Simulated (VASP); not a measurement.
Write the native input for VASP 6.6.1 that does the following.

```yaml
Task: single point
Functional: LDA
Potentials_or_basis: VASP PAW LDA potentials, release 64 (Cs_sv)
Cutoff: 520 eV
k_mesh: 4 × 4 × 4
Occupations: gaussian, width 0.1 eV
Spin: no spin polarisation
Dipole_correction: no
Further_INCAR_settings: ALGO = Normal; EDIFF = 1e-06; NBANDS = 10
```

The structure of Cs lies in POSCAR:

```
Cs
1.0
    0.0000000000      3.9483357400      3.9483357400
    3.9483357400      0.0000000000      3.9483357400
    3.9483357400      3.9483357400      0.0000000000
Cs
1
Direct
    0.0000000000      0.0000000000      0.0000000000
```

This isn't the form of Cs at room conditions, which is bcc.

These files were run (other wordings do the same):

INCAR

```
SYSTEM = Cs
ALGO = Normal
EDIFF = 1E-6
ENCUT = 520
ISIF = 2
ISMEAR = 0
LASPH = .TRUE.
LCHARG = .FALSE.
LREAL = .FALSE.
LWAVE = .FALSE.
NBANDS = 10
NELM = 80
PREC = Accurate
SIGMA = 0.1
```

KPOINTS

```
k-points
0
G
  4 4 4
  0 0 0
```

Potentials or basis: VASP PAW LDA potentials, release 64 (Cs_sv).

Run with:

```sh
$ cat potpaw_LDA.64/Cs_sv/POTCAR > POTCAR
$ mpirun -np 1 vasp_std > vasp.out
```

It gave:

```yaml
Pressure: -0.4 GPa
Band_gap_on_the_k_mesh: none (metal or under the smearing width)
```

Run time: 4.7 s on 1 thread of AMD EPYC 9R45 96-Core Processor (Zen 5), with other jobs on the host, peak memory 0.15 GiB.
